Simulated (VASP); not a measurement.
Crystal: BeSb.

```xyz
2
Lattice="3.8791 0.0000 0.0000 -1.9396 3.3594 0.0000 0.0000 0.0000 3.0375" Properties=species:S:1:pos:R:3 pbc="T T T"
Be    0.0000    0.0000    0.0000
Sb    0.0000    2.2396    1.5188
```

The cell was built by a generator and needn't be a form met in nature.

```yaml
Program: VASP 6.6.1
Task: relaxation of cell and atoms
Functional: PBE
Potentials_or_basis: VASP PAW PBE potentials, release 64 (Be, Sb)
Cutoff: 600 eV
k_mesh: 6 × 6 × 7
Occupations: fermi-dirac, width 0.05 eV
Spin: spin-orbit coupling, no magnetisation
```

At the start: pressure 0.2 GPa; volume 19.79 Å³/atom.

Question: Where does the relaxation end?

Answer: Over 5 steps the energy falls by 3.4 meV/atom and the volume is 19.98 Å³/atom (+1.0 %); space group P-6m2 (No. 187, to 0.05 Å).

Step by step:
| step | energy change (eV) | largest force (eV/Å) | pressure (GPa) | volume (Å³) |
| --- | --- | --- | --- | --- |
| 1 | 0.0000 | 0.0001 | 0.15 | 39.58 |
| 2 | -0.0062 | 0.0000 | 0.52 | 39.69 |
| 3 | -0.0063 | 0.0000 | 0.49 | 39.68 |
| 4 | -0.0067 | 0.0000 | -0.09 | 40.03 |
| 5 | -0.0067 | 0.0000 | 0.00 | 39.97 |

Final structure:
```yaml
crystal:
  lattice:
    - [3.91839, -0.00001, 0.00000]
    - [-1.95920, 3.39342, 0.00000]
    - [0.00000, 0.00000, 3.00576]
  atoms:
    - { symbol: Be, position: [0.00000, 0.00000, 0.00000] }
    - { symbol: Sb, position: [0.33333, 0.66667, 0.50000] }
```
